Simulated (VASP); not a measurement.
ReRuW:

```
Re Ru W
1.0
     4.00681    0.00000    0.00000
    -2.00340    3.47000    0.00000
     0.00000    0.00000    7.18101
Re Ru W
2 2 2
Direct
  0.33333 0.66667 0.75000
  0.66667 0.33333 0.25000
  0.33333 0.66667 0.25000
  0.66667 0.33333 0.75000
  0.00000 0.00000 0.00000
  0.00000 0.00000 0.50000
```

The cell was built by a generator and needn't be a form met in nature.

| Property | Result |
| --- | --- |
| Program | VASP 6.6.1 |
| Task | relaxation of cell and atoms |
| Functional | PBE |
| Potentials or basis | VASP PAW PBE potentials, release 64 (Re, Ru_pv, W_sv) |
| Cutoff | 600 eV |
| k mesh | 8 × 8 × 4 |
| Occupations | methfessel-paxton, width 0.1 eV |
| Spin | no spin polarisation |

At the start: pressure 6.5 GPa; volume 16.64 Å³/atom.

Question: How do energy, volume and symmetry change on relaxing?

Answer: Over 14 steps the energy falls by 810.0 meV/atom and the volume is 15.15 Å³/atom (-8.9 %); space group P6_3/mmc (No. 194, to 0.05 Å).

The path:
| step | energy change (eV) | largest force (eV/Å) | pressure (GPa) | volume (Å³) |
| --- | --- | --- | --- | --- |
| 1 | 0.0000 | 0.0000 | 6.54 | 99.84 |
| 2 | -2.1713 | 0.0000 | -32.08 | 108.13 |
| 3 | -2.1393 | 0.0000 | -29.39 | 107.37 |
| 4 | -3.4654 | 0.0000 | -28.01 | 103.13 |
| 5 | -1.1105 | 0.0000 | 28.36 | 87.89 |
| 6 | -4.0979 | 0.0000 | -24.47 | 100.07 |
| 7 | -4.2746 | 0.0000 | -18.79 | 97.36 |
| 8 | -4.2711 | 0.0000 | -20.40 | 98.00 |
| 9 | -4.7799 | 0.0000 | -8.45 | 93.47 |
| 10 | -4.8594 | 0.0000 | -0.78 | 91.17 |
| 11 | -4.8596 | 0.0000 | -0.30 | 91.04 |
| 12 | -4.8601 | 0.0000 | -0.16 | 90.99 |
| 13 | -4.8602 | 0.0000 | 0.11 | 90.90 |
| 14 | -4.8603 | 0.0000 | 0.03 | 90.93 |

Final structure:
```cif
data_structure
_symmetry_space_group_name_H-M 'P 1'
_symmetry_Int_Tables_number 1
_cell_length_a 4.3735
_cell_length_b 4.3735
_cell_length_c 5.4892
_cell_angle_alpha 90.000
_cell_angle_beta 90.000
_cell_angle_gamma 120.000
_cell_volume 90.93
loop_
_atom_site_label
_atom_site_type_symbol
_atom_site_fract_x
_atom_site_fract_y
_atom_site_fract_z
_atom_site_occupancy
Re1 Re 0.33333 0.66667 0.75000 1
Re2 Re 0.66667 0.33333 0.25000 1
Ru1 Ru 0.33333 0.66667 0.25000 1
Ru2 Ru 0.66667 0.33333 0.75000 1
W1 W 0.00000 0.00000 0.00000 1
W2 W 0.00000 0.00000 0.50000 1
```
